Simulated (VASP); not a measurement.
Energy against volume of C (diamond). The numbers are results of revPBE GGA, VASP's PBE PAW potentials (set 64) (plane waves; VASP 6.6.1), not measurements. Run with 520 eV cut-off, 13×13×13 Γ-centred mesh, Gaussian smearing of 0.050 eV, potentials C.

| V (Å³/atom) | E (eV/atom) |
|---|---|
| 5.591 | -8.68271 |
| 5.764 | -8.69012 |
| 5.937 | -8.68380 |
| 6.110 | -8.66553 |

### Question
Fit these four points and predict the energy of the run at 5.419 Å³/atom.

### Answer
A cubic in V^(−2/3), the third-order Birch-Murnaghan form, passes through the four points with V0 = 5.77 Å³/atom and B0 = 422 GPa, and gives -8.6596 eV/atom there. The run gave -8.6595 eV/atom, +0.1 meV/atom from the fit; all five points give B0 = 423 GPa.

The compound is C in the diamond structure. It was relaxed first.
